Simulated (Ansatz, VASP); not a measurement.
# Cross-check of Ga14Ge17O55 (amorphous 29Ga2O3-71GeO2 (mol %)) between VASP and Ansatz

Wanted: the spread between two codes on one cell, functional and k mesh. The cell is taken from a series of runs on this material, whose earlier steps may have relaxed, scaled, displaced or heated it; both programs get it as it stands.

Main program and level: Ansatz 0.2.0; plane waves, with VASP 6.6.1 beside it; PBE.

### 1. Starting point

The cell holds 86 atoms: 14 Ga, 17 Ge and 55 O. Its edges and angles: a = 10.123 Å, b = 10.123 Å, c = 10.123 Å, α = 90.0°, β = 90.0°, γ = 90.0°. As first built, before any earlier steps moved the atoms or strained the cell (in the runner's words): 86 atoms (14 Fe, 17 Ge, 55 O) placed at random at 4.72 g/cm^3, melted at 5000 K for 10 ps at fixed volume with the Morse and Coulomb pair potential with partial charges (Pedone, Malavasi, Menziani, Cormack and Segre, J. Phys. Chem. B 110, 11780 (2006)). Quenched from 5000 K to 300 K at 100 K/ps and fixed volume, held 5 ps, then minimised at fixed cell. Then Fe was replaced by Ga and the cell scaled by 1.006 (the potential has no terms for the new elements, so the cell is a start for a DFT relaxation).

### 2. Ansatz: single point, PBE, pair 1

Ansatz runs on its PAW soft_1 files.

With cell and atoms fixed, the geometry can't cause a difference; cores, projectors, grids and the points listed under the comparison can.

Contents of input.yaml:

```yaml
crystal:
  lattice:
    - [10.12338, 0.0, 0.0]
    - [0.0, 10.12338, 0.0]
    - [0.0, 0.0, 10.12338]
  atoms:
    - { symbol: Ga, position: [0.73662, 0.2055, 0.21684] }
    - { symbol: Ga, position: [0.22793, 0.07486, 0.96156] }
    - { symbol: Ga, position: [0.54738, 0.99422, 0.3937] }
    - { symbol: Ga, position: [0.54062, 0.00217, 0.88503] }
    - { symbol: Ga, position: [0.7816, 0.91034, 0.15436] }
    - { symbol: Ga, position: [0.86181, 0.01112, 0.43164] }
    - { symbol: Ga, position: [0.3078, 0.56011, 0.24231] }
    - { symbol: Ga, position: [0.65021, 0.48835, 0.62386] }
    - { symbol: Ga, position: [0.0251, 0.12245, 0.19881] }
    - { symbol: Ga, position: [0.57897, 0.6789, 0.34919] }
    - { symbol: Ga, position: [0.88635, 0.0243, 0.91524] }
    - { symbol: Ga, position: [0.83406, 0.37612, 0.42902] }
    - { symbol: Ga, position: [0.45507, 0.3158, 0.06721] }
    - { symbol: Ga, position: [0.36603, 0.5516, 0.54727] }
    - { symbol: Ge, position: [0.1624, 0.30767, 0.44552] }
    - { symbol: Ge, position: [0.40814, 0.74249, 0.7731] }
    - { symbol: Ge, position: [0.66802, 0.63853, 0.88386] }
    - { symbol: Ge, position: [0.92814, 0.69013, 0.55519] }
    - { symbol: Ge, position: [0.0803, 0.08075, 0.66193] }
    - { symbol: Ge, position: [0.40636, 0.80361, 0.09456] }
    - { symbol: Ge, position: [0.48398, 0.33738, 0.39321] }
    - { symbol: Ge, position: [0.14212, 0.57943, 0.77798] }
    - { symbol: Ge, position: [0.21588, 0.81554, 0.48775] }
    - { symbol: Ge, position: [0.31184, 0.06609, 0.25775] }
    - { symbol: Ge, position: [0.07505, 0.82682, 0.1526] }
    - { symbol: Ge, position: [0.76914, 0.33825, 0.94218] }
    - { symbol: Ge, position: [0.43059, 0.26165, 0.75347] }
    - { symbol: Ge, position: [0.75079, 0.15615, 0.68029] }
    - { symbol: Ge, position: [0.07634, 0.3885, 0.03875] }
    - { symbol: Ge, position: [0.83182, 0.6135, 0.17918] }
    - { symbol: Ge, position: [0.68018, 0.86643, 0.63856] }
    - { symbol: O, position: [0.32985, 0.1352, 0.80792] }
    - { symbol: O, position: [0.73958, 0.74264, 0.25518] }
    - { symbol: O, position: [0.22731, 0.49979, 0.65557] }
    - { symbol: O, position: [0.45316, 0.93008, 0.21442] }
    - { symbol: O, position: [0.98791, 0.67707, 0.17789] }
    - { symbol: O, position: [0.8273, 0.21531, 0.83918] }
    - { symbol: O, position: [0.71757, 0.71871, 0.74097] }
    - { symbol: O, position: [0.37649, 0.91816, 0.96331] }
    - { symbol: O, position: [0.47555, 0.67273, 0.18713] }
    - { symbol: O, position: [0.58192, 0.81766, 0.48184] }
    - { symbol: O, position: [0.16917, 0.9893, 0.14037] }
    - { symbol: O, position: [0.26157, 0.6807, 0.8491] }
    - { symbol: O, position: [0.83521, 0.8401, 0.53893] }
    - { symbol: O, position: [0.36532, 0.15574, 0.10569] }
    - { symbol: O, position: [0.23863, 0.75176, 0.1375] }
    - { symbol: O, position: [0.49354, 0.59874, 0.69342] }
    - { symbol: O, position: [0.86051, 0.11082, 0.09224] }
    - { symbol: O, position: [0.79636, 0.47834, 0.26828] }
    - { symbol: O, position: [0.06873, 0.72038, 0.46006] }
    - { symbol: O, position: [0.967, 0.9347, 0.27808] }
    - { symbol: O, position: [0.95345, 0.87962, 0.03005] }
    - { symbol: O, position: [0.91669, 0.11113, 0.6007] }
    - { symbol: O, position: [0.16324, 0.20896, 0.58617] }
    - { symbol: O, position: [0.90116, 0.38861, 0.04117] }
    - { symbol: O, position: [0.76473, 0.98028, 0.76466] }
    - { symbol: O, position: [0.64737, 0.28499, 0.3626] }
    - { symbol: O, position: [0.54339, 0.51686, 0.44831] }
    - { symbol: O, position: [0.30656, 0.39836, 0.41855] }
    - { symbol: O, position: [0.31317, 0.76864, 0.62526] }
    - { symbol: O, position: [0.02342, 0.39959, 0.44316] }
    - { symbol: O, position: [0.10605, 0.22102, 0.04005] }
    - { symbol: O, position: [0.64984, 0.2807, 0.05445] }
    - { symbol: O, position: [0.66638, 0.94868, 0.01141] }
    - { symbol: O, position: [0.42107, 0.36126, 0.89166] }
    - { symbol: O, position: [0.74881, 0.31783, 0.60679] }
    - { symbol: O, position: [0.17314, 0.18523, 0.31531] }
    - { symbol: O, position: [0.6686, 0.04791, 0.55348] }
    - { symbol: O, position: [0.47007, 0.32859, 0.60132] }
    - { symbol: O, position: [0.52205, 0.88139, 0.73476] }
    - { symbol: O, position: [0.0659, 0.0487, 0.82965] }
    - { symbol: O, position: [0.09613, 0.46425, 0.89074] }
    - { symbol: O, position: [0.89727, 0.19357, 0.33344] }
    - { symbol: O, position: [0.11759, 0.93781, 0.58225] }
    - { symbol: O, position: [0.69654, 0.46668, 0.84533] }
    - { symbol: O, position: [0.27659, 0.94143, 0.3837] }
    - { symbol: O, position: [0.58167, 0.17071, 0.78294] }
    - { symbol: O, position: [0.51485, 0.70795, 0.92546] }
    - { symbol: O, position: [0.00661, 0.65376, 0.70476] }
    - { symbol: O, position: [0.43332, 0.15521, 0.3646] }
    - { symbol: O, position: [0.1849, 0.45316, 0.15001] }
    - { symbol: O, position: [0.45468, 0.40365, 0.22546] }
    - { symbol: O, position: [0.31942, 0.66932, 0.40065] }
    - { symbol: O, position: [0.76149, 0.6363, 0.02432] }
    - { symbol: O, position: [0.70751, 0.01911, 0.29326] }
    - { symbol: O, position: [0.8064, 0.57009, 0.52818] }
kpoints:
  mp_grid: { grid: [1, 1, 1] }
hamiltonian:
  xc: pbe
  pseudopotentials: { kind: paw, azcp: { folder: soft_1 } }
scf:
  occupations: { method: fermi_dirac, width: 0.025 }
output:
  forces: true
```

On the command line:

```sh
> ansatz run input.yaml --threads 4 --pin off --max-ram 8192MiB --backend cpu --events-out ev --progress --plain --runs-dir out
```

Numbers of over 12 decimals in the logs are rounded to 6 here.

What it wrote:

```text
Engine: ansatz 0.2.0, x86_64-unknown-linux-gnu
Pseudopotentials: kind: paw
Pseudopotential: Ga, paw, valence charge 13, recommended cutoff 420 eV (normal), soft_1/Ga.paw.azcp
Pseudopotential: Ge, paw, valence charge 14, recommended cutoff 420 eV (normal), soft_1/Ge.paw.azcp
Pseudopotential: O, paw, valence charge 6, recommended cutoff 420 eV (normal), soft_1/O.paw.azcp
Functional definition: PBE
  parameter kappa = 0.804
  parameter beta = 0.066725
  exchange = pbe_x(kappa = kappa, mu = beta*pi^2/3)
  correlation = pbe_c(beta = beta)
Crystal: 86 atoms, lattice volume = 1037.473 Å³
Basis set: ecut = 420 eV, 20341 PW (Γ), exchange–correlation on 144×144×144 points (8 copies of the dense FFT grid, shifted against one another)
Bands: 461, of which v1, the nominal top of the filled ones, is band 375 counted from 1 (374 counted from 0)
Symmetry: 1 space group operations
Space group: P1 (ITA 1), of the structure as read, at distance tolerance 1.0e-4 Å
k-points: 1
Non-local potential: Ga, projectors of the file, l = 0: 2, l = 1: 2, l = 2: 3, l = 3: 1
Non-local potential: Ge, projectors of the file, l = 0: 2, l = 1: 2, l = 2: 3, l = 3: 1
Non-local potential: O, projectors of the file, l = 0: 2, l = 1: 2, l = 2: 1
PAW form: soft (Blöchl's): semilocal exchange-correlation on the pseudo side does not see the compensation charge
PAW one-centre angular grid: Ga, 590 points (default); XC on 64 Gauss nodes
PAW one-centre angular grid: Ge, 590 points (default); XC on 64 Gauss nodes
PAW one-centre angular grid: O, 110 points (default); XC on 64 Gauss nodes
Initial density: superposition of atomic densities (chi_scale 0.1, normalization cell, long waves kept (reshape's long-wave potential 0.61 eV rms))
Initial wavefunctions: pseudopotential atomic-orbital guess
Functional: x = pbe(κ = 0.804, μ = 0.219515), c = pbe(β = 0.066725)
SCF iter   1: F=—  HF=-157199.246904 eV  |F-HF|=—  |Δ(HF+E_count)|=         —  Δρ=1.11e-1  dr2=7.74e1  ethr=3.10e-3  ⟨swp⟩=5.0  Hψ=1746  notcnv=0  defer=48
preconditioner: auto → Resta (q_TF=auto, 2.585 Å⁻¹)  ε∞=3.4  [insulator: Δε(μ)=1.249 eV  Ē_g=20.287 eV  σ=0.025 eV  W_gap=1.00  n_scr=304 (ndim 8)  ℏωp=31.6 eV  f_vac=0.070  D(μ)=0.00/eV (n_scr^D=0)  ε∞_Penn≈3.4]
SCF iter   2: F=—  HF=-157179.391318 eV  |F-HF|=—  |Δ(HF+E_count)|=    1.99e1  Δρ=4.90e-2  dr2=1.27e1  ethr=3.10e-3  ⟨swp⟩=2.0  Hψ=808  notcnv=0  defer=77
SCF iter   3: F=—  HF=-157175.712960 eV  |F-HF|=—  |Δ(HF+E_count)|=    3.68e0  Δρ=1.62e-2  dr2=2.31e0  ethr=1.70e-3  ⟨swp⟩=4.0  Hψ=761  notcnv=0  defer=50
automatic band count: iteration 3 solves 434 bands in place of 461: the levels show a gap, and the empty bands left out lie too high to hold charge; the band table lists the bands solved (type scf.n_extra_bands for more)
SCF iter   4: F=—  HF=-157175.322625 eV  |F-HF|=—  |Δ(HF+E_count)|=   3.90e-1  Δρ=4.92e-3  dr2=2.18e-1  ethr=3.08e-4  ⟨swp⟩=2.0  Hψ=744  notcnv=0  defer=54
SCF iter   5: F=—  HF=-157175.388987 eV  |F-HF|=—  |Δ(HF+E_count)|=   6.64e-2  Δρ=2.98e-3  dr2=7.71e-2  ethr=2.91e-5  ⟨swp⟩=3.0  Hψ=719  notcnv=0  defer=54
SCF iter   6: F=—  HF=-157175.417385 eV  |F-HF|=—  |Δ(HF+E_count)|=   2.84e-2  Δρ=1.17e-3  dr2=1.38e-2  ethr=1.03e-5  ⟨swp⟩=3.0  Hψ=865  notcnv=0  defer=50
SCF iter   7: F=—  HF=-157175.418273 eV  |F-HF|=—  |Δ(HF+E_count)|=   8.87e-4  Δρ=2.86e-4  dr2=1.43e-3  ethr=1.84e-6  ⟨swp⟩=2.0  Hψ=759  notcnv=0  defer=50
SCF iter   8: F=—  HF=-157175.420084 eV  |F-HF|=—  |Δ(HF+E_count)|=   1.81e-3  Δρ=2.15e-4  dr2=4.96e-4  ethr=1.91e-7  ⟨swp⟩=2.0  Hψ=759  notcnv=0  defer=50
SCF iter   9: F=—  HF=-157175.420317 eV  |F-HF|=—  |Δ(HF+E_count)|=   2.33e-4  Δρ=8.06e-5  dr2=7.16e-5  ethr=6.62e-8  ⟨swp⟩=2.0  Hψ=759  notcnv=0  defer=50
SCF iter  10: F=—  HF=-157175.421098 eV  |F-HF|=—  |Δ(HF+E_count)|=   7.82e-4  Δρ=3.02e-5  dr2=1.01e-5  ethr=9.55e-9  ⟨swp⟩=2.0  Hψ=711  notcnv=0  defer=50
SCF iter  11: F=—  HF=-157175.421106 eV  |F-HF|=—  |Δ(HF+E_count)|=   7.87e-6  Δρ=2.06e-5  dr2=4.03e-6  ethr=1.35e-9  ⟨swp⟩=2.0  Hψ=759  notcnv=0  defer=50
SCF iter  12: F=—  HF=-157175.421108 eV  |F-HF|=—  |Δ(HF+E_count)|=   1.55e-6  Δρ=5.95e-6  dr2=4.19e-7  ethr=5.38e-10  ⟨swp⟩=2.0  Hψ=642  notcnv=0  defer=50
SCF iter  13: F=—  HF=-157175.421108 eV  |F-HF|=—  |Δ(HF+E_count)|=   4.09e-7  Δρ=3.79e-6  dr2=1.38e-7  ethr=1.33e-11  ⟨swp⟩=4.0  Hψ=1412  notcnv=0
SCF iter  14: F=-157175.421108 eV  HF=-157175.421108 eV  |F-HF|=9.55e-9  |Δ(HF+E_count)|=   2.33e-8  Δρ=1.09e-6  dr2=1.23e-8  ethr=1.33e-11  ⟨swp⟩=4.0  Hψ=1346  notcnv=0
SCF 1 converged in 14 iterations: F = -157175.421108 eV  dr2 = 1.23e-8
  greatest PAW one-centre occupation: 0.999 electrons in one spin orbital (limit 2), on the Ge atom at site 15 (counted from 0), in its partial waves of l = 2
SCF converged after 14 iterations
Free energy (F): -157175.421108 eV
Harris-Foulkes:  -157175.421108 eV  (|F-HF|=9.55e-9)
Internal energy: -157175.421092 eV  (E = F + TS)
E sigma→0 (E₀):  -157175.421100 eV
Entropy (-TS):   -0.000016 eV (-0.000 meV/atom)
Fermi energy:    7.157564 eV
--- Per-component energies (eV) ---
  E_band       = -4219.380962
  E_kinetic    = 12402.673800
  E_local      = -84846.705719  (includes V_loc(G=0)·N_el)
  E_nonlocal   = 5523.428115
  E_hartree    = 41541.777037
  E_xc         = -5960.621882
  E_vxc        = -6821.996239  (∫ρ·V_xc dr)
  E_paw        = -71367.330344  (= ΣΔE_a)
  E_vpaw       = -13560.373933  (= ΣTr[D̂ρ^β])
  E_aug_tail   = 0.039919  (compensation charges beyond the density's cutoff)
  E_ewald      = -54468.682017
  E_smearing   = -0.000016  (= −TS)
  E_closure    = 0.000000  (closes the sum)
  Σ components = -157175.421108   (vs F -157175.421108, Δ=0.00e0)
--- Forces (eV/Å), atoms counted from 1 ---
  atom   1  Ga     0.48393991    -0.63786649    -0.25776766
  atom   2  Ga     0.72038082     1.27720268    -0.02470102
  atom   3  Ga    -0.03390199    -0.24226764    -0.29188893
  atom   4  Ga     0.59700591    -0.36532320    -0.01556581
  atom   5  Ga     0.06491383     0.24131694    -0.60115494
  atom   6  Ga     0.40133814     0.18344333    -0.01885990
  atom   7  Ga    -0.41549310     0.09777152    -0.46456163
  atom   8  Ga    -0.10517304     0.28529468     0.58031968
  atom   9  Ga    -0.16573620     0.10130551     0.09890393
  atom  10  Ga     0.21545722     0.91963438    -0.28077249
  atom  11  Ga    -0.24132607    -0.14035247     0.22094308
  atom  12  Ga     1.38987848     0.13849728    -0.21491058
  atom  13  Ga    -0.30355643    -0.71399641    -0.88974372
  atom  14  Ga    -1.09474480     0.90469026     1.35891201
  atom  15  Ge    -1.31679611    -1.37730385     0.30273373
  atom  16  Ge     0.02392266    -0.76309223    -0.52957411
  atom  17  Ge     0.06996313     0.36076980     0.40786159
  atom  18  Ge     1.51034429     0.07478421     0.86425881
  atom  19  Ge     0.53137238    -0.37128369    -1.31870730
  atom  20  Ge     0.17553143     1.27106949     0.68095244
  atom  21  Ge    -0.76542167    -0.86862844    -0.42012226
  atom  22  Ge     0.99014329     0.46003670    -1.31919442
  atom  23  Ge    -0.28882852     0.72332972     0.72856636
  atom  24  Ge     0.06190769    -0.32884287    -0.03873540
[...]
atom  79  O     -1.23787984     0.49835114     1.08279568
  atom  80  O      0.89820753    -1.16363394     0.84484680
  atom  81  O      1.25565399     0.93671064     1.57281511
  atom  82  O     -0.61390838     1.25136667    -0.62146236
  atom  83  O      0.21434743    -1.22978147    -0.36907737
  atom  84  O      0.37925458     0.18222712    -0.27173363
  atom  85  O     -0.05621322     0.09937595     0.39872220
  atom  86  O     -1.23372833    -1.69251697    -0.37687233
  max |Σ_I F_I| component: 1.46e-5 eV/Å
```

In the SCF lines HF is the Harris–Foulkes energy and dr2 the Hartree energy of the density residual, in eV; the loop may stop once dr2 is under the threshold and the program's other checks hold. Hψ counts applications of the Hamiltonian.

### 3. VASP: single point, PBE, pair 1

The same cell, functional, mesh and smearing now go to VASP, with its own data sets.

Lines of VASP's logs that name or quote its potential files are left out, and so is its time.

Contents of INCAR:

```
SYSTEM = Ga14Ge17O55
PREC = Accurate
ENCUT = 520
EDIFF = 1E-06
NELM = 120
ISMEAR = -1
SIGMA = 0.025
LREAL = Auto
ALGO = Normal
GGA = PE
NBANDS = 440
LORBIT = 11
LWAVE = .FALSE.
LCHARG = .FALSE.
ISIF = 2
LASPH = .TRUE.
GGA_COMPAT = .FALSE.
EFERMI = MIDGAP
NCORE = 2
```

Contents of POSCAR:

```
Ga14Ge17O55
1.0
   10.1233800000      0.0000000000      0.0000000000
    0.0000000000     10.1233800000      0.0000000000
    0.0000000000      0.0000000000     10.1233800000
Ga Ge O
14 17 55
Direct
    0.7366200000      0.2055000000      0.2168400000
    0.2279300000      0.0748600000      0.9615600000
    0.5473800000      0.9942200000      0.3937000000
    0.5406200000      0.0021700000      0.8850300000
    0.7816000000      0.9103400000      0.1543600000
    0.8618100000      0.0111200000      0.4316400000
    0.3078000000      0.5601100000      0.2423100000
    0.6502100000      0.4883500000      0.6238600000
    0.0251000000      0.1224500000      0.1988100000
    0.5789700000      0.6789000000      0.3491900000
    0.8863500000      0.0243000000      0.9152400000
    0.8340600000      0.3761200000      0.4290200000
    0.4550700000      0.3158000000      0.0672100000
    0.3660300000      0.5516000000      0.5472700000
    0.1624000000      0.3076700000      0.4455200000
    0.4081400000      0.7424900000      0.7731000000
    0.6680200000      0.6385300000      0.8838600000
    0.9281400000      0.6901300000      0.5551900000
    0.0803000000      0.0807500000      0.6619300000
    0.4063600000      0.8036100000      0.0945600000
    0.4839800000      0.3373800000      0.3932100000
    0.1421200000      0.5794300000      0.7779800000
    0.2158800000      0.8155400000      0.4877500000
    0.3118400000      0.0660900000      0.2577500000
    0.0750500000      0.8268200000      0.1526000000
    0.7691400000      0.3382500000      0.9421800000
    0.4305900000      0.2616500000      0.7534700000
    0.7507900000      0.1561500000      0.6802900000
    0.0763400000      0.3885000000      0.0387500000
    0.8318200000      0.6135000000      0.1791800000
    0.6801800000      0.8664300000      0.6385600000
    0.3298500000      0.1352000000      0.8079200000
    0.7395800000      0.7426400000      0.2551800000
    0.2273100000      0.4997900000      0.6555700000
    0.4531600000      0.9300800000      0.2144200000
    0.9879100000      0.6770700000      0.1778900000
    0.8273000000      0.2153100000      0.8391800000
    0.7175700000      0.7187100000      0.7409700000
    0.3764900000      0.9181600000      0.9633100000
    0.4755500000      0.6727300000      0.1871300000
    0.5819200000      0.8176600000      0.4818400000
    0.1691700000      0.9893000000      0.1403700000
    0.2615700000      0.6807000000      0.8491000000
    0.8352100000      0.8401000000      0.5389300000
    0.3653200000      0.1557400000      0.1056900000
    0.2386300000      0.7517600000      0.1375000000
    0.4935400000      0.5987400000      0.6934200000
    0.8605100000      0.1108200000      0.0922400000
    0.7963600000      0.4783400000      0.2682800000
    0.0687300000      0.7203800000      0.4600600000
    0.9670000000      0.9347000000      0.2780800000
    0.9534500000      0.8796200000      0.0300500000
    0.9166900000      0.1111300000      0.6007000000
    0.1632400000      0.2089600000      0.5861700000
    0.9011600000      0.3886100000      0.0411700000
    0.7647300000      0.9802800000      0.7646600000
    0.6473700000      0.2849900000      0.3626000000
    0.5433900000      0.5168600000      0.4483100000
    0.3065600000      0.3983600000      0.4185500000
    0.3131700000      0.7686400000      0.6252600000
    0.0234200000      0.3995900000      0.4431600000
    0.1060500000      0.2210200000      0.0400500000
    0.6498400000      0.2807000000      0.0544500000
    0.6663800000      0.9486800000      0.0114100000
    0.4210700000      0.3612600000      0.8916600000
    0.7488100000      0.3178300000      0.6067900000
    0.1731400000      0.1852300000      0.3153100000
    0.6686000000      0.0479100000      0.5534800000
    0.4700700000      0.3285900000      0.6013200000
    0.5220500000      0.8813900000      0.7347600000
    0.0659000000      0.0487000000      0.8296500000
    0.0961300000      0.4642500000      0.8907400000
    0.8972700000      0.1935700000      0.3334400000
    0.1175900000      0.9378100000      0.5822500000
    0.6965400000      0.4666800000      0.8453300000
    0.2765900000      0.9414300000      0.3837000000
    0.5816700000      0.1707100000      0.7829400000
    0.5148500000      0.7079500000      0.9254600000
    0.0066100000      0.6537600000      0.7047600000
    0.4333200000      0.1552100000      0.3646000000
    0.1849000000      0.4531600000      0.1500100000
    0.4546800000      0.4036500000      0.2254600000
    0.3194200000      0.6693200000      0.4006500000
    0.7614900000      0.6363000000      0.0243200000
    0.7075100000      0.0191100000      0.2932600000
    0.8064000000      0.5700900000      0.5281800000
```

Contents of KPOINTS:

```
Automatic mesh
0
Gamma
1 1 1
0 0 0
```

Potentials, in the order of the species: Ga_d, Ge_d and O (PBE family, release 64).

On the command line:

```sh
> mpirun -np 8 vasp_gam
```

What it wrote:

```text
[banner, memory and clock lines left out]
running    8 mpi-ranks, on    1 nodes
[...]
LDA part: xc-table for (Slater+PW92), standard interpolation
 POSCAR, INCAR and KPOINTS ok, starting setup
[...]
entering main loop
       N       E                     dE             d eps       ncg     rms          rms(c)
DAV:   1     0.242966951845E+05    0.24297E+05   -0.24291E+05   992   0.450E+03
DAV:   2     0.574413401055E+04   -0.18553E+05   -0.17336E+05   880   0.122E+03
DAV:   3     0.409634295703E+03   -0.53345E+04   -0.50283E+04  1064   0.418E+02
DAV:   4    -0.501847342076E+03   -0.91148E+03   -0.87541E+03  1040   0.184E+02
[...]
DAV:  18    -0.516561238532E+03   -0.17451E-05   -0.26924E-05  1144   0.194E-02    0.412E-03
DAV:  19    -0.516561239629E+03   -0.10970E-05   -0.85405E-06   864   0.122E-02    0.250E-03
DAV:  20    -0.516561239271E+03    0.35812E-06   -0.34591E-06   624   0.702E-03
   1 F= -.51656124E+03 E0= -.51656123E+03  d E =-.237915E-04
```

OUTCAR, selected parts (step 3):

```text
  FREE ENERGIE OF THE ION-ELECTRON SYSTEM (eV)
  ---------------------------------------------------
  free  energy   TOTEN  =      -516.5612392711 eV

  energy  without entropy=     -516.5612154797  energy(sigma->0) =     -516.56122738
```

The run ends at a pressure of -0.68 GPa, with forces up to 2.6 eV/Å.

(Part 1 of 3 ends here.)

[Lines on the potential files, build, host, timing and source positions are cut from VASP's logs without a mark.]

[Logs are printed without paths, hosts, clocks, repeated set-up lines and the standing remarks that a program may print on its own settings, such as how far it seeks lower states.]

[Hosts, paths, dates, database ids (printed as entryN), source tags and the programs' standing remarks are cut or masked in the printed files.]
